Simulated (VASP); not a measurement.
Computed with r2SCAN meta-GGA, VASP's PBE PAW potentials (set 64) (plane waves; VASP 6.6.1).

Input for VASP

File POSCAR:
```
CuI
1.0
  0.0000000000   3.0315000000   3.0315000000
  3.0315000000   0.0000000000   3.0315000000
  3.0315000000   3.0315000000   0.0000000000
Cu I
1 1
Cart
  1.5157500000   1.5157500000   1.5157500000
  0.0000000000   0.0000000000   0.0000000000
```

### INCAR
```
SIGMA=0.05
PREC=Accurate
LMIXTAU=T
METAGGA=R2SCAN
EDIFF=1E-6   ! SCF stop (eV)
LCHARG=F
ALGO=Normal   ! blocked Davidson
ISIF=3
LWAVE=F
IBRION=2
NELM=100   ! most electronic steps
LMAXMIX=4   ! l cut-off of mixed one-centre charges
ENCUT=400
LREAL=F   ! projection in real space or not
SYSTEM=CuI
NSW=60   ! most ionic steps
LASPH=T   ! aspherical one-centre terms
EDIFFG=-0.01
ISMEAR=0   ! Gaussian
```

**KPOINTS**
```
Automatic
0
G
 7 7 7
```

POTCAR, in this order: Cu I (PBE.64 set). Program: vasp_std.

Output

File OUTCAR:
```
 ion  position               nearest neighbor table
   1  0.250  0.250  0.250-   2 2.63   2 2.63   2 2.63   2 2.63
   2  0.000  0.000  0.000-   1 2.63   1 2.63   1 2.63   1 2.63
  LATTYP: Found a face centered cubic cell.
 ALAT       =     6.0630000000
 Subroutine PRICEL returns:
 Original cell was already a primitive cell.
 Subroutine GETGRP returns: Found 24 space group operations
The static configuration has the point symmetry T_d .
The dynamic configuration has the point symmetry T_d .
 Subroutine INISYM returns: Found 24 space group operations
 Subroutine IBZKPT returns following result:
 Found     20 irreducible k-points:

 Following reciprocal coordinates:
            Coordinates               Weight
  0.000000  0.000000  0.000000      1.000000
  0.142857  0.000000  0.000000      8.000000
  0.285714  0.000000  0.000000      8.000000
  0.428571  0.000000  0.000000      8.000000
  0.142857  0.142857  0.000000      6.000000
  0.285714  0.142857  0.000000     24.000000
  0.428571  0.142857  0.000000     24.000000
 -0.428571  0.142857  0.000000     24.000000
 -0.285714  0.142857  0.000000     24.000000
 -0.142857  0.142857  0.000000     12.000000
  0.285714  0.285714  0.000000      6.000000
  0.428571  0.285714  0.000000     24.000000
 -0.428571  0.285714  0.000000     24.000000
 -0.285714  0.285714  0.000000     12.000000
  0.428571  0.428571  0.000000      6.000000
 -0.428571  0.428571  0.000000     12.000000
  0.428571  0.285714  0.142857     24.000000
 -0.428571  0.285714  0.142857     48.000000
 -0.428571  0.428571  0.142857     24.000000
 -0.285714  0.428571  0.142857     24.000000
   k-points           NKPTS =     20   k-points in BZ     NKDIM =     20   number of bands    NBANDS=     13
   number of dos      NEDOS =    301   number of ions     NIONS =      2
   total plane-waves  NPLWV =  21952
   dimension x,y,z NGX =    28 NGY =   28 NGZ =   28
...
```

### OSZICAR
```
       N       E                     dE             d eps       ncg     rms          rms(c)
DAV:   1     0.598041762098E+02    0.59804E+02   -0.67015E+03   520   0.120E+03
DAV:   2    -0.331120048173E+02   -0.92916E+02   -0.86685E+02   535   0.247E+02
DAV:   3    -0.389137952140E+02   -0.58018E+01   -0.57089E+01   710   0.688E+01
DAV:   4    -0.390805039313E+02   -0.16671E+00   -0.16657E+00   555   0.118E+01
DAV:   5    -0.390882690465E+02   -0.77651E-02   -0.77648E-02   715   0.276E+00    0.578E+00
DAV:   6    -0.360884516837E+02    0.29998E+01   -0.85078E+00   520   0.798E+01    0.479E+00
DAV:   7    -0.357922794505E+02    0.29617E+00   -0.14855E+00   580   0.461E+01    0.239E+00
DAV:   8    -0.358021508145E+02   -0.98714E-02   -0.61291E-01   581   0.222E+01    0.141E+00
DAV:   9    -0.357203106373E+02    0.81840E-01   -0.20603E-01   650   0.121E+01    0.235E-01
DAV:  10    -0.357883203237E+02   -0.68010E-01   -0.26136E-02   520   0.173E+00    0.123E-01
DAV:  11    -0.357885296610E+02   -0.20934E-03   -0.65209E-04   664   0.305E-01    0.634E-02
DAV:  12    -0.357877453585E+02    0.78430E-03   -0.17640E-03   610   0.127E+00    0.936E-02
DAV:  13    -0.357885620781E+02   -0.81672E-03   -0.14209E-03   610   0.111E+00    0.155E-02
DAV:  14    -0.357885408624E+02    0.21216E-04   -0.43936E-05   628   0.114E-01    0.113E-02
DAV:  15    -0.357885743913E+02   -0.33529E-04   -0.29069E-05   614   0.122E-01    0.352E-03
DAV:  16    -0.357885745489E+02   -0.15757E-06   -0.16755E-06   563   0.126E-02
   1 F= -.35788575E+02 E0= -.35788575E+02  d E =-.357886E+02
       N       E                     dE             d eps       ncg     rms          rms(c)
DAV:   1    -0.359894547850E+02   -0.20088E+00   -0.32176E+00   520   0.444E+01    0.363E+00
DAV:   2    -0.358767863542E+02    0.11267E+00   -0.22547E+00   520   0.444E+01    0.151E+00
DAV:   3    -0.357982248687E+02    0.78561E-01   -0.41325E-01   520   0.239E+01    0.526E-01
DAV:   4    -0.357936678682E+02    0.45570E-02   -0.32891E-02   707   0.176E+00    0.280E-01
DAV:   5    -0.357931091340E+02    0.55873E-03   -0.61542E-03   723   0.213E+00    0.165E-01
DAV:   6    -0.357934853142E+02   -0.37618E-03   -0.11528E-03   650   0.524E-01    0.719E-02
DAV:   7    -0.357933908372E+02    0.94477E-04   -0.45166E-04   540   0.305E-01    0.231E-02
DAV:   8    -0.357934653095E+02   -0.74472E-04   -0.23996E-04   520   0.156E-01    0.152E-02
DAV:   9    -0.357935202141E+02   -0.54905E-04   -0.72522E-05   633   0.191E-01    0.445E-03
DAV:  10    -0.357935207403E+02   -0.52622E-06   -0.61556E-06   580   0.206E-02
   2 F= -.35793521E+02 E0= -.35793521E+02  d E =-.494619E-02
```

File OUTCAR:
```
------------------------ aborting loop because EDIFF is reached ----------------------------------------
  FORCE on cell =-STRESS in cart. coord.  units (eV):
  Direction    XX          YY          ZZ          XY          YZ          ZX
  --------------------------------------------------------------------------------------
  Total       -0.0049139     -0.0049139     -0.0049139      0.0000000      0.0000000     -0.0000000
  in kB       -0.1451243     -0.1451243     -0.1451243      0.0000000      0.0000000     -0.0000000
  external PRESSURE =      -0.1451243 kB  Pullay stress =       0.0000000 kB
  volume of cell :       54.25
      direct lattice vectors                 reciprocal lattice vectors
     0.000000000  3.004625244  3.004625244    -0.166410104  0.166410104  0.166410104
     3.004625244 -0.000000000  3.004625244     0.166410104 -0.166410104  0.166410104
     3.004625244  3.004625244  0.000000000     0.166410104  0.166410104 -0.166410104
  FREE ENERGIE OF THE ION-ELECTRON SYSTEM (eV)
  ---------------------------------------------------
  free  energy   TOTEN  =       -35.7935207403 eV

  energy  without entropy=      -35.7935207403  energy(sigma->0) =      -35.79352074

 reached required accuracy - stopping structural energy minimisation
```
(Selected blocks of OUTCAR.)

**CONTCAR**
```
CuI
   1.00000000000000
     0.0000000000000000    3.0046252435111778    3.0046252435111778
     3.0046252435111778   -0.0000000000000000    3.0046252435111778
     3.0046252435111778    3.0046252435111778    0.0000000000000000
  Cu              I
     1     1
Direct
     0.2500000000000000    0.2500000000000000    0.2500000000000000
     0.0000000000000000    1.0000000000000000    1.0000000000000000
```

Energy and stress use the plane-wave basis of the starting cell.

The structure comes from a measured CuI entry (F-43m) of the Crystallography Open Database, whose conditions weren't checked. This run relaxes it. Symmetry was kept, so distortions that lower it aren't found.
